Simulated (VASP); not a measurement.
# CaH4 and the effect of the strain (εxx = s, εyy = s)

```
CELL_PARAMETERS angstrom
4.16798 0.00000 0.00000
0.00000 4.16798 0.00000
0.00000 0.00000 4.16798
ATOMIC_POSITIONS crystal
Ca 0.00000 0.00000 0.00000
H 0.50000 0.00000 0.00000
H 0.00000 0.50000 0.00000
H 0.00000 0.00000 0.50000
H 0.50000 0.50000 0.50000
```

The cell comes from a database or a generator and needn't be the stable form of this composition.

Kept alike: task single point; functional PBE; k mesh 5 × 5 × 5; occupations fermi-dirac, width 0.05 eV; no spin polarisation. Program: VASP, PBE PAW files Ca_sv, H, 520 eV. The mesh is that of the run's cell of 5 atoms. No spin-orbit coupling.

```csv
s,free energy over the lowest row (meV/atom)
-0.04,11.54
-0.02,3.18
-0.01,0.99
0,0.00
0.01,0.11
0.02,1.24
0.04,6.20
```

The cell shown is the unstrained one; x, y and z are its Cartesian axes; atoms keep their fractions.

The free energy is lowest at 0, and 11.54 meV an atom higher at -0.04.
